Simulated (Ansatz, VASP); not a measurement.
# Ge61H38 (germane after losing H2 on H:Ge(100)-2x1) in two plane-wave programs

One calculation is typed for both programs; each brings its own data sets. How far apart do they land? The cell is taken from a series of runs on this material, whose earlier steps may have relaxed, scaled, displaced or heated it; both programs get it as it stands.

Method: plane waves, with VASP 6.6.1 beside it; PBE with D3(BJ), in Ansatz 0.2.0.

### Step 1. Set-up

The cell holds 99 atoms: 61 Ge and 38 H. Its edges and angles: a = 16.292 Å, b = 12.219 Å, c = 23.953 Å, α = 90.0°, β = 90.0°, γ = 90.0°. It derives from Ge (H:Ge(100)-2x1). As first built, before any earlier steps moved the atoms or strained the cell (in the runner's words): diamond Ge(100), 4 x 3 surface cells, five layers, dimers with one H on each atom, bottom capped by H (lattice constants typed as starting values near PBE's), lower atoms held; the H of one Ge-H group replaced by the Ge fragment of germane less one ligand, eased by MACE. Vacuum lies along c.

### Step 2. VASP: single point, PBE with D3(BJ)

With cell and atoms fixed, the geometry can't cause a difference; cores, projectors, grids and the points listed under the comparison can.

Lines of VASP's logs that name or quote its potential files are left out, and so is its time.

The input, INCAR:

```
SYSTEM = Ge61H38
PREC = Accurate
ENCUT = 410
EDIFF = 1E-06
NELM = 120
ISMEAR = -1
SIGMA = 0.025
LREAL = Auto
ALGO = Normal
GGA = PE
IVDW = 12
NBANDS = 520
LORBIT = 11
LWAVE = .FALSE.
LCHARG = .FALSE.
ISIF = 2
LASPH = .TRUE.
GGA_COMPAT = .FALSE.
EFERMI = MIDGAP
NCORE = 2
```

The input, POSCAR:

```
Ge61H38
1.0
   16.2917400000      0.0000000000      0.0000000000
    0.0000000000     12.2188100000      0.0000000000
    0.0000000000      0.0000000000     23.9526600000
Ge H
61 38
Direct
    0.0000000000      0.0000000000      0.0788700000
    0.1250000000      0.0000000000      0.1389900000
    0.1250200000      0.1666800000      0.1935600000
    0.0058100000      0.1667150000      0.2561900000
    0.0472800000      0.0000200000      0.3070700000
    0.0000000000      0.3333350000      0.0788700000
    0.1250000000      0.3333350000      0.1389900000
    0.1250200000      0.4999900000      0.1935600000
    0.0058100000      0.4999550000      0.2561900000
    0.0473700000      0.3333350000      0.3071200000
    0.0000000000      0.6666700000      0.0788700000
    0.1250000000      0.6666700000      0.1389900000
    0.1249700000      0.8333350000      0.1935500000
    0.0057700000      0.8333350000      0.2561800000
    0.0472800000      0.6666500000      0.3070700000
    0.2500000000      0.0000000000      0.0788700000
    0.3750000000      0.0000000000      0.1389900000
    0.3749100000      0.1666800000      0.2000700000
    0.2443100000      0.1666650000      0.2561300000
    0.2029000000      0.9999900000      0.3070400000
    0.2500000000      0.3333350000      0.0788700000
    0.3750000000      0.3333350000      0.1389900000
    0.3749100000      0.4999900000      0.2000700000
    0.2443100000      0.5000050000      0.2561300000
    0.2030500000      0.3333350000      0.3071000000
    0.2500000000      0.6666700000      0.0788700000
    0.3750000000      0.6666700000      0.1389900000
    0.3750300000      0.8333350000      0.2001700000
    0.2442800000      0.8333350000      0.2560800000
    0.2029000000      0.6666800000      0.3070400000
[... 63 atom lines left out ...]
    0.7332300000      0.0000100000      0.3685500000
    0.7321800000      0.3333350000      0.3687000000
    0.7332300000      0.6666600000      0.3685500000
    0.5620800000      0.3333350000      0.4458000000
    0.4385000000      0.4358850000      0.4121900000
    0.4385000000      0.2307850000      0.4121900000
```

The input, KPOINTS:

```
Automatic mesh
0
Gamma
1 1 1
0 0 0
```

PAW data sets: Ge_d and H (PBE family, release 64).

The run is started by

```
$ mpirun -np 8 vasp_gam
```

Log:

```text
[banner, memory and clock lines left out]
running    8 mpi-ranks, on    1 nodes
[...]
LDA part: xc-table for (Slater+PW92), standard interpolation
 POSCAR, INCAR and KPOINTS ok, starting setup
[...]
entering main loop
       N       E                     dE             d eps       ncg     rms          rms(c)
DAV:   1     0.127503262611E+05    0.12750E+05   -0.40403E+05  1120   0.287E+03
DAV:   2     0.236443169116E+04   -0.10386E+05   -0.10183E+05  1336   0.688E+02
DAV:   3    -0.118509191026E+03   -0.24829E+04   -0.23811E+04  1456   0.240E+02
DAV:   4    -0.387456715558E+03   -0.26895E+03   -0.26531E+03  1200   0.876E+01
[...]
DAV:  30    -0.387595776872E+03   -0.11699E-05   -0.59205E-08   664   0.118E-03    0.145E-04
DAV:  31    -0.387595779163E+03   -0.22911E-05   -0.51538E-08   672   0.115E-03    0.105E-04
DAV:  32    -0.387595779614E+03   -0.45111E-06   -0.25325E-08   664   0.757E-04
   1 F= -.40142988E+03 E0= -.40142988E+03  d E =-.321067E-10
```

OUTCAR, selected parts (step 2):

```text
  FREE ENERGIE OF THE ION-ELECTRON SYSTEM (eV)
  ---------------------------------------------------
  free  energy   TOTEN  =      -401.4298820473 eV

  energy  without entropy=     -401.4298820472  energy(sigma->0) =     -401.42988205
```

### Step 3. Ansatz: single point, PBE with D3(BJ)

Ansatz runs on its default PAW (the set named soft_2) files.

The same cell, functional, mesh and smearing now go to Ansatz, which takes its cutoff from its data sets.

The input, input.yaml:

```yaml
crystal:
  lattice:
    - [16.29174, 0.0, 0.0]
    - [0.0, 12.21881, 0.0]
    - [0.0, 0.0, 23.95266]
  atoms:
    - { symbol: Ge, position: [0.0, 1.0, 0.07887] }
    - { symbol: Ge, position: [0.125, 1.0, 0.13899] }
    - { symbol: Ge, position: [0.12502, 0.16668, 0.19356] }
    - { symbol: Ge, position: [0.00581, 0.16671, 0.25619] }
    - { symbol: Ge, position: [0.04728, 2.0e-05, 0.30707] }
    - { symbol: Ge, position: [0.0, 0.33333, 0.07887] }
    - { symbol: Ge, position: [0.125, 0.33333, 0.13899] }
    - { symbol: Ge, position: [0.12502, 0.49999, 0.19356] }
    - { symbol: Ge, position: [0.00581, 0.49995, 0.25619] }
    - { symbol: Ge, position: [0.04737, 0.33333, 0.30712] }
    - { symbol: Ge, position: [0.0, 0.66667, 0.07887] }
    - { symbol: Ge, position: [0.125, 0.66667, 0.13899] }
    - { symbol: Ge, position: [0.12497, 0.83333, 0.19355] }
    - { symbol: Ge, position: [0.00577, 0.83333, 0.25618] }
    - { symbol: Ge, position: [0.04728, 0.66665, 0.30707] }
    - { symbol: Ge, position: [0.25, 1.0, 0.07887] }
    - { symbol: Ge, position: [0.375, 1.0, 0.13899] }
    - { symbol: Ge, position: [0.37491, 0.16668, 0.20007] }
    - { symbol: Ge, position: [0.24431, 0.16666, 0.25613] }
    - { symbol: Ge, position: [0.2029, 0.99999, 0.30704] }
    - { symbol: Ge, position: [0.25, 0.33333, 0.07887] }
    - { symbol: Ge, position: [0.375, 0.33333, 0.13899] }
    - { symbol: Ge, position: [0.37491, 0.49999, 0.20007] }
    - { symbol: Ge, position: [0.24431, 0.5, 0.25613] }
    - { symbol: Ge, position: [0.20305, 0.33333, 0.3071] }
    - { symbol: Ge, position: [0.25, 0.66667, 0.07887] }
    - { symbol: Ge, position: [0.375, 0.66667, 0.13899] }
    - { symbol: Ge, position: [0.37503, 0.83333, 0.20017] }
    - { symbol: Ge, position: [0.24428, 0.83333, 0.25608] }
    - { symbol: Ge, position: [0.2029, 0.66668, 0.30704] }
[... 63 atom lines left out ...]
    - { symbol: H, position: [0.73218, 0.33333, 0.3687] }
    - { symbol: H, position: [0.73323, 0.66666, 0.36855] }
    - { symbol: Ge, position: [0.49186, 0.33333, 0.4027] }
    - { symbol: H, position: [0.56208, 0.33333, 0.4458] }
    - { symbol: H, position: [0.4385, 0.43588, 0.41219] }
    - { symbol: H, position: [0.4385, 0.23078, 0.41219] }
kpoints:
  mp_grid: { grid: [1, 1, 1] }
hamiltonian:
  xc: pbe
  dispersion: d3bj
scf:
  occupations: { method: fermi_dirac, width: 0.025 }
output:
  forces: true
  populations: true
  dos:
    method: { smearing: { sigma: 0.08 } }
    de: 0.1
    projected: { site_lists: { Ge: [Ge], H: [H], adsorbate: [95, 96, 97, 98] } }
  eigenvalues: true
  write_density: true
  write_potential: true
  volumetric_format: npy
```

The run is started by

```
$ ansatz run input.yaml --threads 6 --pin off --max-ram 102400MiB --backend cuda --events-out ev --progress --plain --runs-dir out
```

Log:

```text
Warning: the atoms were moved onto the symmetric positions of the space group found under crystal.symmetry.tolerance 1.0e-5 (fractional; no operation is sought that the atoms, as they stand in a round, miss by more than twice it, and no atom is moved by as much as it), and the run uses the moved positions. Before a round's move an operation carried an atom to 6.17e-5 Å from where it should land, the largest such dist [...]
[...]
atom  84  H      0.06187373     0.19640560    -0.05074302
  atom  85  H     -0.00034890    -0.00003610     0.00195418
  atom  86  H      0.00086172     0.00000000    -0.00110858
  atom  87  H     -0.00034890     0.00003610     0.00195418
  atom  88  H      0.00053592    -0.00027809     0.00233837
  atom  89  H     -0.00122124     0.00000000    -0.00203821
  atom  90  H      0.00053592     0.00027809     0.00233837
  atom  91  H      0.00055759    -0.00081528     0.00319819
  atom  92  H      0.00055759     0.00081528     0.00319819
  atom  93  H      0.00118734     0.00000339    -0.00053253
  atom  94  H      0.00195943     0.00000000     0.00085432
  atom  95  H      0.00118734    -0.00000339    -0.00053253
  atom  96  Ge    -0.00253174     0.00000000     0.00194912
  atom  97  H      0.00010445     0.00000000    -0.00176308
  atom  98  H      0.00066192    -0.00140005    -0.00298610
  atom  99  H      0.00066192     0.00140005    -0.00298610
  max |Σ_I F_I| component: 3.84e-6 eV/Å
--- Band table (eV) ---
  k-point 0: bands = ["-25.1796", "-25.1794", "-25.1788", "-25.1788", "-25.1787", "-25.1781", "-25.1781", "-25.1777", "-25.1762", "-25.1761", "-25.1748", "-25.1731", "-25.1691", "-25.1678", "-25.1643", "-25.1643", "-25.1635", "-25.1634", "-25.1256", "-25.1245", "-25.1177", "-25.1174", "-25.1165", "-25.1163", "-25.1155", "-25.1151", "-25.1134", "-25.1130", "-25.1129", "-25.1117", "-25.0554", "-25.0551", "-25.0502", "- [...]
--- Löwdin populations: 99 sites ---
  site symbol       q [e]
     0     Ge     13.8287
     1     Ge     14.0092
     2     Ge     13.9824
     3     Ge     13.9943
     4     Ge     13.9116
     5     Ge     13.8286
     6     Ge     14.0093
     7     Ge     13.9824
     8     Ge     13.9943
     9     Ge     13.9109
    10     Ge     13.8287
    11     Ge     14.0092
    12     Ge     13.9827
    13     Ge     13.9943
    14     Ge     13.9116
    15     Ge     13.8290
    16     Ge     14.0028
    17     Ge     13.9464
    18     Ge     13.9953
    19     Ge     13.9116
    20     Ge     13.8292
    21     Ge     14.0028
    22     Ge     13.9464
    23     Ge     13.9953
[...]
91      H      1.0239
    92      H      1.0225
    93      H      1.0249
    94      H      1.0225
    95     Ge     13.7372
    96      H      1.0334
    97      H      1.0374
    98      H      1.0374
  spilling = 0.002715 (of n_electrons = 892.000000)
```

### Step 4. Side by side

Known differences besides the potentials themselves: Ansatz takes its cutoff from its data sets, VASP runs at 410 eV. Total energies have different zeros and are not compared.

The two programs side by side:

| quantity | Ansatz | VASP | difference |
| --- | --- | --- | --- |
| gap on the k mesh (eV) | 1.254 | 1.256 | -0.003 |

Forces on 9 of the 99 atoms, those with the largest forces and the largest differences (eV/Å; atoms numbered as in POSCAR):

| atom | Ansatz x, y, z | VASP x, y, z |
| --- | --- | --- |
| Ge2 | 0.000, 0.002, -0.915 | 0.000, 0.002, -0.915 |
| Ge7 | 0.001, 0.000, -0.916 | 0.001, 0.000, -0.917 |
| Ge12 | 0.000, -0.002, -0.915 | 0.000, -0.002, -0.915 |
| Ge21 | -0.195, 0.000, 0.533 | -0.195, 0.000, 0.503 |
| Ge32 | 0.011, -0.010, -0.915 | 0.011, -0.010, -0.915 |
| Ge36 | 0.199, 0.000, 0.536 | 0.199, 0.000, 0.507 |
| Ge37 | 0.012, 0.000, -0.926 | 0.012, 0.000, -0.927 |
| Ge42 | 0.011, 0.010, -0.915 | 0.011, 0.010, -0.915 |
| Ge51 | -0.203, 0.000, 0.530 | -0.204, 0.000, 0.501 |

The forces differ by 12 meV/Å r.m.s., which is 6.3 % of the r.m.s. force of 0.182 eV/Å (both taken over all components). A gap on the mesh is an upper bound, since the band edges may lie between its points. Where the cell holds vacuum, a pressure given here is an average over it and none of the material.

### Step 5. What came out

| Item | Value |
| --- | --- |
| r.m.s. force difference (single point, PBE with D3(BJ)) | 12 meV/Å |

The r.m.s. force difference is 12 meV/Å (single point, PBE with D3(BJ)), at about the 12 meV/Å picked in this series as the mark of a large difference. How closely two codes agree says nothing of how well the functional describes the real material.

[Lines on the potential files, build, host, timing and source positions are cut from VASP's logs without a mark.]

[Logs are printed without paths, hosts, clocks, repeated set-up lines and the standing remarks that a program may print on its own settings, such as how far it seeks lower states.]

[Hosts, paths, dates, database ids (printed as entryN), source tags and the programs' standing remarks are cut or masked in the printed files.]
